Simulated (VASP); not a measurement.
# A VASP study of Ta3Ti2 (PBE + D3): structure first, properties next, part 5 of 7

Wanted: the relaxed cell of Ta3Ti2 and its properties. The cell is invented: other elements were put on sites of a known structure type. It may not be a known or stable phase.

VASP 6.6.1; PBE with D3; plane waves and PAW (Ti_sv, Ta_pv); invented cell.

Still holding for the runs below: This run has no spin polarisation. Its electron count is odd, so without a moment it is a metal by construction.

So far. Step 4 (Second relaxation): It ends with a largest force of 0.009 eV/Å and a pressure of 0.01 GPa. The volume moved by only 0.08 %, so the volume is settled. Step 5 (Density, ELF and potential (PBE + D3)): In this run the pressure is -0.02 GPa, small enough to go on.

## Step 6: Bands along the symmetry lines (PBE + D3)

Levels along the symmetry lines show where the bands peak and cross; KPOINTS_OPT computes them in the converged potential.

The input, INCAR:

```
SYSTEM = Ta3Ti2
PREC = Accurate
ENCUT = 400
EDIFF = 1E-06
NELM = 100
ISMEAR = 1
SIGMA = 0.2
LREAL = .FALSE.
ALGO = Normal
GGA = PE
IVDW = 11
NBANDS = 44
LORBIT = 11
LWAVE = .FALSE.
LCHARG = .FALSE.
KPAR = 2
```

The input, POSCAR:

```
Ta3Ti2
1.0
    2.7738667468      0.0000000000      0.0000000000
    0.0000000000      2.7738667468      0.0000000000
    0.0000000000      0.0000000000     11.6250632238
Ti Ta
2 3
Direct
    0.5000000000      0.0000000000      0.2113793862
    0.0000000000      0.5000000000      0.7886206138
    0.0000000000      0.5000000000      0.3964251217
    0.5000000000      0.0000000000      0.6035748783
    0.5000000000      0.5000000000      0.0000000000
```

The input, KPOINTS:

```
Automatic mesh
0
Gamma
10 10 3
0 0 0
```

The input, KPOINTS_OPT:

```
Line mode
16
Line-mode
Reciprocal
  0.00000000   0.00000000   0.00000000 GAMMA
  0.00000000   0.50000000   0.00000000 X

  0.00000000   0.50000000   0.00000000 X
  0.50000000   0.50000000   0.00000000 M

  0.50000000   0.50000000   0.00000000 M
  0.00000000   0.00000000   0.00000000 GAMMA

  0.00000000   0.00000000   0.00000000 GAMMA
  0.00000000   0.00000000   0.50000000 Z

  0.00000000   0.00000000   0.50000000 Z
  0.00000000   0.50000000   0.50000000 R

  0.00000000   0.50000000   0.50000000 R
  0.50000000   0.50000000   0.50000000 A

  0.50000000   0.50000000   0.50000000 A
  0.00000000   0.00000000   0.50000000 Z

  0.00000000   0.50000000   0.00000000 X
  0.00000000   0.50000000   0.50000000 R

  0.50000000   0.50000000   0.00000000 M
  0.50000000   0.50000000   0.50000000 A
```

Potentials, in the order of the species: Ti_sv and Ta_pv (PBE family, release 64).

On the command line:

```sh
mpirun -np 2 vasp_std
```

Log:

```text
[... set-up lines as in an earlier step ...]
 entering main loop
       N       E                     dE             d eps       ncg     rms          rms(c)
DAV:   1     0.630966567426E+03    0.63097E+03   -0.24934E+04  3696   0.124E+03
DAV:   2     0.295372762051E+01   -0.62801E+03   -0.60464E+03  3856   0.421E+02
DAV:   3    -0.483243871403E+02   -0.51278E+02   -0.48891E+02  5176   0.110E+02
DAV:   4    -0.533725759541E+02   -0.50482E+01   -0.49696E+01  5040   0.278E+01
DAV:   5    -0.535727137974E+02   -0.20014E+00   -0.20000E+00  5120   0.521E+00    0.263E+01
DAV:   6    -0.548540773660E+02   -0.12814E+01   -0.42920E+01  5364   0.314E+01    0.185E+01
DAV:   7    -0.520642442191E+02    0.27898E+01   -0.47564E+01  5272   0.323E+01    0.127E+01
DAV:   8    -0.503434769443E+02    0.17208E+01   -0.10311E+01  4804   0.106E+01    0.561E+00
DAV:   9    -0.496668997923E+02    0.67658E+00   -0.31988E+00  5352   0.715E+00    0.177E+00
DAV:  10    -0.496451800980E+02    0.21720E-01   -0.43118E-01  5044   0.248E+00    0.118E+00
DAV:  11    -0.496432472862E+02    0.19328E-02   -0.59455E-02  4760   0.125E+00    0.424E-01
DAV:  12    -0.496419063363E+02    0.13409E-02   -0.48468E-03  5152   0.416E-01    0.144E-01
DAV:  13    -0.496419895101E+02   -0.83174E-04   -0.10667E-03  4624   0.180E-01    0.787E-02
DAV:  14    -0.496418439000E+02    0.14561E-03   -0.56118E-04  5304   0.130E-01    0.246E-02
DAV:  15    -0.496418440906E+02   -0.19062E-06   -0.30485E-05  4536   0.295E-02    0.837E-03
DAV:  16    -0.496418442756E+02   -0.18498E-06   -0.25861E-06  3392   0.111E-02
   1 F= -.52149861E+02 E0= -.52154881E+02  d E =0.150595E-01
 Start KPOINTS_OPT (optional k-point list driver)
k-point batch [1-42\144]
       N       E                     dE             ncg
DAV:   1    -0.965375832089E+04   -0.76764E+05     3704
DAV:   2    -0.356506078211E+05   -0.25997E+05     3812
DAV:   3    -0.378216610087E+05   -0.21711E+04     5232
DAV:   4    -0.380291609105E+05   -0.20750E+03     4924
DAV:   5    -0.380399446620E+05   -0.10784E+02     5140
DAV:   6    -0.380400766364E+05   -0.13197E+00     4972
DAV:   7    -0.380400793628E+05   -0.27265E-02     5232
DAV:   8    -0.380400793968E+05   -0.33949E-04     4500
DAV:   9    -0.380400793976E+05   -0.81160E-06     3012
[...]
k-point batch [127-144\144]
       N       E                     dE             ncg
DAV:   1     0.275899516354E+05   -0.47567E+05     1592
DAV:   2     0.166540225824E+05   -0.10936E+05     1588
DAV:   3     0.157547307957E+05   -0.89929E+03     2280
DAV:   4     0.156733035112E+05   -0.81427E+02     2112
DAV:   5     0.156675716405E+05   -0.57319E+01     2232
DAV:   6     0.156674941975E+05   -0.77443E-01     2072
DAV:   7     0.156674918560E+05   -0.23414E-02     2268
DAV:   8     0.156674918339E+05   -0.22098E-04     1776
DAV:   9     0.156674918334E+05   -0.52268E-06     1300
```

Elapsed: 68 s, on 2 MPI ranks of Intel Xeon 6975P-C (Granite Rapids), shared host; peak memory 0.56 GiB; 2.2 min of CPU time.

From OUTCAR (step 6):

```text
   k-points           NKPTS =     42   k-points in BZ     NKDIM =     42   number of bands    NBANDS=     44

   NELECT =      57.0000    total number of electrons

 E-fermi :   6.5659

 k-point     1 :       0.0000    0.0000    0.0000
  band No.  band energies     occupation
    ...
     24       4.3968      2.00000
     25       4.5693      2.00000
     26       5.4865      2.00000
     27       6.2082      2.02976
     28       6.4462      1.83860
     29       6.9002     -0.03963
     30       7.2465     -0.00002
     31       7.7758     -0.00000
     32       8.0987     -0.00000
     33       8.0987     -0.00000
    ...

 Edisp (eV)   -2.50802

  Total      -0.00264    -0.00264    -0.03460     0.00000     0.00000     0.00000
  in kB      -0.04726    -0.04726    -0.61982     0.00000     0.00000     0.00000
  external pressure =       -0.24 kB  Pullay stress =        0.00 kB

 POSITION                                       TOTAL-FORCE (eV/Angst)
 -----------------------------------------------------------------------------------
      1.38693      0.00000      2.45730         0.000000      0.000000     -0.008352
      0.00000      1.38693      9.16776        -0.000000      0.000000      0.008352
      0.00000      1.38693      4.60847        -0.000000     -0.000000     -0.009306
      1.38693      0.00000      7.01660        -0.000000      0.000000      0.009306
      1.38693      1.38693      0.00000        -0.000000      0.000000      0.000000
 -----------------------------------------------------------------------------------
    total drift:                                0.000000      0.000000      0.000000

  FREE ENERGIE OF THE ION-ELECTRON SYSTEM (eV)
  ---------------------------------------------------
  free  energy   TOTEN  =       -52.1498607883 eV

  energy  without entropy=      -52.1649202444  energy(sigma->0) =      -52.15488061

[... 8 parts as in an earlier step ...]

[... 8 further parts left out ...]
```

Spin-orbit coupling is off here; with elements this heavy it splits and shifts levels by tenths of an eV or more.

This step gave:

```
bands    : 44
pressure : -0.02381 GPa
```

The electronic bands at the labelled points (eV, zero at the Fermi level; # counts the bands kept, so #1 is VASP's band 18):

```csv
point,#8,#9,#10,#11,#12,#13,#14,#15
Γ,-2.00,-1.08,-0.36,-0.12,0.33,0.68,1.21,1.53
0.53 of the way,-1.11,-0.88,-0.63,-0.54,-0.25,0.29,0.40,1.47
X,-0.92,-0.62,-0.46,0.00,0.18,0.44,0.82,1.51
0.53 of the way,-1.62,-1.37,-0.25,-0.18,0.31,0.75,0.80,1.51
M,-1.13,-1.10,-0.68,-0.41,-0.41,1.24,2.45,2.45
0.53 of the way,-0.81,-0.66,-0.61,-0.55,-0.21,0.54,0.70,1.09
Γ,-2.00,-1.08,-0.36,-0.12,0.33,0.68,1.21,1.53
0.47 of the way,-2.01,-1.02,-0.45,-0.18,0.23,0.89,1.13,1.44
Z,-2.03,-0.91,-0.57,-0.29,0.23,1.04,1.05,1.38
0.47 of the way,-1.21,-0.97,-0.67,-0.46,-0.26,0.25,0.46,1.31
R,-0.69,-0.68,-0.26,-0.20,-0.08,0.50,0.53,1.44
0.47 of the way,-1.44,-1.39,-0.26,-0.02,0.31,0.52,0.55,1.24
A,-1.66,-0.85,-0.61,-0.61,0.64,0.72,0.73,3.10
0.53 of the way,-0.94,-0.77,-0.61,-0.58,-0.04,0.36,0.71,1.29
Z,-2.03,-0.91,-0.57,-0.29,0.23,1.04,1.05,1.38
jump to X,-0.92,-0.62,-0.46,0.00,0.18,0.44,0.82,1.51
0.47 of the way,-0.78,-0.64,-0.40,-0.02,-0.01,0.48,0.71,1.49
R,-0.69,-0.68,-0.26,-0.20,-0.08,0.50,0.53,1.44
jump to M,-1.13,-1.10,-0.68,-0.41,-0.41,1.24,2.45,2.45
0.47 of the way,-1.44,-0.99,-0.50,-0.50,-0.21,0.99,1.71,2.68
A,-1.66,-0.85,-0.61,-0.61,0.64,0.72,0.73,3.10
```

Of the projections kept (Ti, Ta), the largest for each band there; the rest of the weight can lie on other orbitals:

| point | #8 | #9 | #10 | #11 | #12 | #13 | #14 | #15 |
| --- | --- | --- | --- | --- | --- | --- | --- | --- |
| Γ | Ta 0.78 | Ti 0.60 | Ti 0.76 | Ti 0.55 | Ti 0.59 | Ta 0.72 | Ti 0.63 | Ti 0.70 |
| X | Ta 0.66 | Ta 0.85 | Ta 0.67 | Ti 0.91 | Ti 0.75 | Ti 0.61 | Ta 0.61 | Ti 0.62 |
| M | Ti 0.61 | Ti 0.62 | Ta 0.56 | Ta 0.67 | Ta 0.67 | Ti 0.75 | Ti 0.55 | Ti 0.55 |
| Γ | Ta 0.78 | Ti 0.60 | Ti 0.76 | Ti 0.55 | Ti 0.59 | Ta 0.72 | Ti 0.63 | Ti 0.70 |
| Z | Ta 0.73 | Ta 0.60 | Ti 0.91 | Ta 0.66 | Ti 0.58 | Ta 0.59 | Ti 0.68 | Ti 0.63 |
| R | Ta 0.79 | Ta 0.87 | Ti 0.65 | Ti 0.79 | Ti 0.56 | Ti 0.71 | Ti 0.60 | Ti 0.63 |

There is no gap at this level.

## Step 7: Density of states (PBE + D3)

A density of states needs more k-points than a total energy; ISMEAR = -5 takes tetrahedra, and LORBIT projects the states on the PAW spheres. The mesh is finer than in the run before.

INCAR: that of step 6 with these lines changed.

```diff
@@ -5,3 +5,3 @@
 NELM = 100
-ISMEAR = 1
+ISMEAR = -5
 SIGMA = 0.2
@@ -16 +16,2 @@
 KPAR = 2
+NEDOS = 2001
```

POSCAR is that of step 6.

The input, KPOINTS:

```
Automatic mesh
0
Gamma
14 14 4
0 0 0
```

On the command line:

```sh
mpirun -np 2 vasp_std
```

Log:

```text
[... set-up lines as in an earlier step ...]
 entering main loop
       N       E                     dE             d eps       ncg     rms          rms(c)
DAV:   1     0.630129732405E+03    0.63013E+03   -0.25097E+04  9520   0.124E+03
DAV:   2     0.255667430340E+01   -0.62757E+03   -0.60487E+03  9824   0.420E+02
DAV:   3    -0.484038118953E+02   -0.50960E+02   -0.48691E+02 13412   0.109E+02
DAV:   4    -0.533786842498E+02   -0.49749E+01   -0.48960E+01 12924   0.275E+01
DAV:   5    -0.535804759472E+02   -0.20179E+00   -0.20168E+00 13292   0.521E+00    0.263E+01
DAV:   6    -0.548857237389E+02   -0.13052E+01   -0.43068E+01 13664   0.315E+01    0.186E+01
DAV:   7    -0.520613927548E+02    0.28243E+01   -0.49032E+01 13516   0.322E+01    0.127E+01
DAV:   8    -0.503467095802E+02    0.17147E+01   -0.10081E+01 12416   0.105E+01    0.568E+00
DAV:   9    -0.496827615215E+02    0.66395E+00   -0.35664E+00 13960   0.717E+00    0.183E+00
DAV:  10    -0.496540206249E+02    0.28741E-01   -0.45820E-01 12996   0.246E+00    0.118E+00
DAV:  11    -0.496528960033E+02    0.11246E-02   -0.59481E-02 12076   0.124E+00    0.443E-01
DAV:  12    -0.496516469921E+02    0.12490E-02   -0.42727E-03 13228   0.400E-01    0.168E-01
DAV:  13    -0.496515965971E+02    0.50395E-04   -0.11779E-03 12064   0.183E-01    0.801E-02
DAV:  14    -0.496514800374E+02    0.11656E-03   -0.62848E-04 13700   0.131E-01    0.219E-02
DAV:  15    -0.496514705993E+02    0.94381E-05   -0.29444E-05 11612   0.308E-02    0.715E-03
DAV:  16    -0.496514768480E+02   -0.62487E-05   -0.25249E-06  8160   0.111E-02    0.431E-03
DAV:  17    -0.496514752046E+02    0.16434E-05   -0.83786E-07  5828   0.617E-03    0.220E-03
DAV:  18    -0.496514752782E+02   -0.73580E-07   -0.35199E-07  5792   0.435E-03
   1 F= -.52159492E+02 E0= -.52159492E+02  d E =0.000000E+00
 -----------------------------------------------------------------------------
|                                                                             |
|           W    W    AA    RRRRR   N    N  II  N    N   GGGG   !!!           |
|           W    W   A  A   R    R  NN   N  II  NN   N  G    G  !!!           |
|           W    W  A    A  R    R  N N  N  II  N N  N  G       !!!           |
|           W WW W  AAAAAA  RRRRR   N  N N  II  N  N N  G  GGG   !            |
|           WW  WW  A    A  R   R   N   NN  II  N   NN  G    G                |
|           W    W  A    A  R    R  N    N  II  N    N   GGGG   !!!           |
|                                                                             |
|     Tetrahedron method does not include variations of the Fermi             |
|     occupations, so forces and stress will be inaccurate. We suggest        |
|     using a different smearing scheme ISMEAR = 1 or 2 for metals in         |
|     relaxations.                                                            |
|                                                                             |
 -----------------------------------------------------------------------------
```

The job ended after 72 s (2 MPI ranks; peak memory 0.68 GiB).

OUTCAR, selected parts (step 7):

```text
   k-points           NKPTS =    108   k-points in BZ     NKDIM =    108   number of bands    NBANDS=     44

   NELECT =      57.0000    total number of electrons

 E-fermi :   6.5508

 k-point     1 :       0.0000    0.0000    0.0000
  band No.  band energies     occupation
    ...
     24       4.3837      2.00000
     25       4.5711      2.00000
     26       5.4913      2.00000
     27       6.2137      2.00000
     28       6.4482      2.00000
     29       6.9010      0.00000
     30       7.2469      0.00000
     31       7.7793      0.00000
     32       8.1001      0.00000
     33       8.1001      0.00000
    ...

 Edisp (eV)   -2.50802

  Total      -0.25609    -0.25609     0.22058     0.00000     0.00000     0.00000
  in kB      -4.58712    -4.58712     3.95106     0.00000     0.00000     0.00000
  external pressure =       -1.74 kB  Pullay stress =        0.00 kB

 POSITION                                       TOTAL-FORCE (eV/Angst)
 -----------------------------------------------------------------------------------
      1.38693      0.00000      2.45730         0.000000     -0.000000      0.000941
      0.00000      1.38693      9.16776         0.000000      0.000000     -0.000941
      0.00000      1.38693      4.60847        -0.000000      0.000000     -0.039044
      1.38693      0.00000      7.01660        -0.000000      0.000000      0.039044
      1.38693      1.38693      0.00000        -0.000000      0.000000     -0.000000
 -----------------------------------------------------------------------------------
    total drift:                                0.000000      0.000000     -0.000000

  FREE ENERGIE OF THE ION-ELECTRON SYSTEM (eV)
  ---------------------------------------------------
  free  energy   TOTEN  =       -52.1594917908 eV

  energy  without entropy=      -52.1594917908  energy(sigma->0) =      -52.15949179

[... 6 parts as in an earlier step ...]

[... 10 further parts left out ...]
```

With tetrahedra the forces and stress of a metal are not exact derivatives of the energy.

Numbers from this step:

| Quantity | Value |
| --- | --- |
| SCF cycles | 18 |
| irreducible k-points | 108 |
| free energy (TOTEN) | -52.1595 eV |
| Fermi energy | 6.551 eV |
| pressure | -0.1741 GPa |
| DOS at the Fermi level | 4.518 states/eV/cell |

The density of states has structure finer than the step of the table below, so its rows give means over 0.5 eV, whole bins alone (the curve runs from -12.0 to 1.79 eV). Peaks (eV: height): total -2.46: 9.09, -1.24: 9.36, -0.42: 11.7, -0.24: 10.2, 0.51: 9.18, 1.47: 9.61, 1.68: 8.86; Ta d -2.46: 3.49, -1.24: 3.55, -0.92: 2.99, -0.64: 3.24, -0.42: 4.14, -0.24: 3.25, 1.47: 2.98; Ti d -1.24: 2.13, -0.92: 2.01, -0.42: 2.87, -0.24: 2.82, 0.51: 3.58, 1.47: 4.42, 1.68: 4.58.

States under -12.0 eV and over 1.8 eV are left out. The density of states by energy, zero at the Fermi level; means over each step; values in states/eV/cell:

| energy (eV) | total | Ta d | Ti d |
| --- | --- | --- | --- |
| -8.0 | 0 | 0 | 0 |
| -7.5 | 0.0264 | 6.8e-5 | 3.6e-5 |
| -7.0 | 0.223 | 7.2e-4 | 5.3e-4 |
| -6.5 | 0.282 | 0.00253 | 0.00100 |
| -6.0 | 0.490 | 0.00836 | 0.00262 |
| -5.5 | 0.600 | 0.0189 | 0.00547 |
| -5.0 | 0.881 | 0.0578 | 0.0120 |
| -4.5 | 1.12 | 0.110 | 0.0267 |
| -4.0 | 2.06 | 0.434 | 0.0904 |
| -3.5 | 3.29 | 0.904 | 0.207 |
| -3.0 | 4.13 | 1.20 | 0.373 |
| -2.5 | 5.10 | 1.83 | 0.696 |
| -2.0 | 5.19 | 1.92 | 0.864 |
| -1.5 | 5.40 | 2.00 | 1.20 |
| -1.0 | 6.19 | 2.19 | 1.47 |
| -0.5 | 7.84 | 2.78 | 1.89 |
| 0.0 | 4.91 | 1.57 | 1.40 |
| 0.5 | 6.24 | 1.64 | 2.47 |
| 1.0 | 4.06 | 1.05 | 1.81 |
| 1.5 | 7.13 | 2.05 | 3.43 |

The finer mesh and the other smearing move the Fermi level by -0.02 eV from the 10×10×3 run, a small shift, which tests the Fermi level alone. Of the states within 0.3 eV of the Fermi level, the largest shares in the PAW spheres are Ta d 32 % and Ti d 29 %. The rest lies in smaller channels or between the spheres.

## Step 8: Volume scan with PBE + D3

An equation of state needs energies on both sides of the minimum, all on one mesh and cutoff.

The input, INCAR:

```
SYSTEM = Ta3Ti2
PREC = Accurate
ENCUT = 400
EDIFF = 1E-06
NELM = 100
ISMEAR = 1
SIGMA = 0.2
LREAL = .FALSE.
ALGO = Normal
GGA = PE
IVDW = 11
NBANDS = 35
LORBIT = 11
LWAVE = .FALSE.
LCHARG = .FALSE.
KPAR = 2
ISIF = 2
```

POSCAR: that of step 7 with these lines changed.

```diff
@@ -2,5 +2,5 @@
 1.0
-    2.7738667468      0.0000000000      0.0000000000
-    0.0000000000      2.7738667468      0.0000000000
-    0.0000000000      0.0000000000     11.6250632238
+    2.7172413326      0.0000000000      0.0000000000
+    0.0000000000      2.7172413326      0.0000000000
+    0.0000000000      0.0000000000     11.3877504470
 Ti Ta
```

The input, KPOINTS:

```
Automatic mesh
0
Gamma
10 10 3
0 0 0
```

On the command line:

```sh
mpirun -np 2 vasp_std
```

Log:

```text
[... set-up lines as in an earlier step ...]
 entering main loop
       N       E                     dE             d eps       ncg     rms          rms(c)
DAV:   1     0.629941098940E+03    0.62994E+03   -0.26613E+04  2940   0.158E+03
DAV:   2     0.998441306868E+01   -0.61996E+03   -0.60972E+03  2990   0.513E+02
DAV:   3    -0.477489207243E+02   -0.57733E+02   -0.56062E+02  4717   0.130E+02
DAV:   4    -0.526224190039E+02   -0.48735E+01   -0.48259E+01  3997   0.318E+01
DAV:   5    -0.528549585618E+02   -0.23254E+00   -0.23221E+00  4399   0.638E+00    0.287E+01
DAV:   6    -0.537052181534E+02   -0.85026E+00   -0.60157E+01  4427   0.400E+01    0.182E+01
DAV:   7    -0.516237720514E+02    0.20814E+01   -0.83205E+01  4228   0.438E+01    0.136E+01
DAV:   8    -0.500303579785E+02    0.15934E+01   -0.14108E+01  3904   0.144E+01    0.576E+00
DAV:   9    -0.492831859191E+02    0.74717E+00   -0.52384E+00  4401   0.982E+00    0.177E+00
DAV:  10    -0.492658453625E+02    0.17341E-01   -0.75756E-01  4341   0.382E+00    0.139E+00
DAV:  11    -0.492675122114E+02   -0.16668E-02   -0.60733E-02  3987   0.168E+00    0.588E-01
DAV:  12    -0.492638009210E+02    0.37113E-02   -0.30472E-02  4373   0.101E+00    0.115E-01
DAV:  13    -0.492639205548E+02   -0.11963E-03   -0.34305E-03  4071   0.408E-01    0.799E-02
DAV:  14    -0.492637698010E+02    0.15075E-03   -0.84027E-04  4226   0.192E-01    0.241E-02
DAV:  15    -0.492637715002E+02   -0.16992E-05   -0.70611E-05  4026   0.562E-02    0.857E-03
DAV:  16    -0.492637710649E+02    0.43530E-06   -0.70647E-06  3612   0.208E-02
   1 F= -.51958013E+02 E0= -.51962230E+02  d E =0.126503E-01
```

It took 22 s on 2 MPI ranks; peak memory 0.42 GiB; 42 s of CPU time.

From OUTCAR (step 8):

```text
   ENCUT  =  400.0 eV  29.40 Ry    5.42 a.u.   4.43  4.43 18.57*2*pi/ulx,y,z

   NELECT =      57.0000    total number of electrons

 E-fermi :   7.1548

 k-point     1 :       0.0000    0.0000    0.0000
  band No.  band energies     occupation
    ...
     24       4.7776      2.00000
     25       4.9466      2.00000
     26       5.9505      2.00000
     27       6.7248      2.00956
     28       6.9936      1.98327
     29       7.5997     -0.00725
     30       7.9497     -0.00000
     31       8.4216     -0.00000
     32       8.7477     -0.00000
     33       8.7480     -0.00000
    ...

 Edisp (eV)   -2.69424

  Total       5.69434     5.69434     5.91514     0.00000     0.00000    -0.00000
  in kB     108.50749   108.50749   112.71487     0.00000     0.00000    -0.00000
  external pressure =      109.91 kB  Pullay stress =        0.00 kB

 POSITION                                       TOTAL-FORCE (eV/Angst)
 -----------------------------------------------------------------------------------
      1.35862      0.00000      2.40714         0.000000      0.000000     -0.186630
      0.00000      1.35862      8.98061         0.000000      0.000000      0.186630
      0.00000      1.35862      4.51439        -0.000000      0.000000      0.004792
      1.35862      0.00000      6.87336         0.000000      0.000000     -0.004792
      1.35862      1.35862      0.00000         0.000000      0.000000      0.000000
 -----------------------------------------------------------------------------------
    total drift:                                0.000000      0.000000     -0.000000

  FREE ENERGIE OF THE ION-ELECTRON SYSTEM (eV)
  ---------------------------------------------------
  free  energy   TOTEN  =       -51.9580132354 eV

  energy  without entropy=      -51.9706634986  energy(sigma->0) =      -51.96222999

[... 4 parts as in an earlier step ...]

[... 12 further parts left out ...]
```

The scan keeps the cell's shape and the fractional positions fixed.

Numbers from this step:

```yaml
scf_cycles: 16
bands: 35
irreducible_k_points: 42
free_energy_toten: -51.9580 eV
energy_at_zero_smearing: -51.9622 eV
fermi_energy: 7.155 eV
pressure: 10.99 GPa
```

Force by atom:

| atom | x (eV/Å) | y (eV/Å) | z (eV/Å) | size |
| --- | --- | --- | --- | --- |
| Ti1 | 0.000 | 0.000 | -0.187 | 0.187 |
| Ti2 | 0.000 | 0.000 | 0.187 | 0.187 |
| Ta3 | 0.000 | 0.000 | 0.005 | 0.005 |
| Ta4 | 0.000 | 0.000 | -0.005 | 0.005 |
| Ta5 | 0.000 | 0.000 | 0.000 | 0.000 |

The pressure here is 10.99 GPa.

(Part 5 of 7 ends here.)

[Lines on the potential files, build, host, timing and source positions are cut from VASP's logs without a mark.]

[Logs are printed without paths, hosts, clocks, repeated set-up lines and the standing remarks that a program may print on its own settings, such as how far it seeks lower states.]

[Hosts, paths, dates, database ids (printed as entryN), source tags and the programs' standing remarks are cut or masked in the printed files.]

[A measured line is paired with the nearest computed mode of its activity, which favours agreement.]
